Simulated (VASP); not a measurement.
Runs of VASP 6.6.1 on MnSiSe3. Symmetry: Pm-3m, No. 221, cubic system. The conventional cell has a = 4.834 Å, b = 4.834 Å, c = 4.834 Å, α = 90.00°, β = 90.00°, γ = 90.00°. Mn (site symmetry m-3m) is surrounded by 12 Se at 3.42 Å. Around Si (site symmetry m-3m) lie 6 Se at 2.42 Å. Se (site symmetry 4/mmm) is surrounded by 2 Si at 2.42 Å. The cell was built by a generator and needn't be a form met in nature.

```tsv
level	pressure (GPa)	moment (μB)
PBEsol	-2.5	5.29
BLYP	4.5	(b)
SCAN	-1.2	(a)
TPSS	-1.0	5.26
AM05	-2.4	(c)
```

Alike in all rows: task band structure; potentials or basis VASP PAW PBE potentials, release 64 (Mn_pv, Si, Se); spin collinear, ferromagnetic start; cell as given; k mesh 5 × 5 × 5; cutoff (eV) 520; smearing fermi-dirac 0.05 eV.

Fill in the values left out.

(a) 5.36; (b) 5.14; (c) 5.28.

Caveats: the PAW data sets were made with another functional, which shifts forces and pressure a little; a cell with one magnetic atom can't hold antiferromagnetic order, which such compounds often take.

Runs at the PBE level aren't shown here.
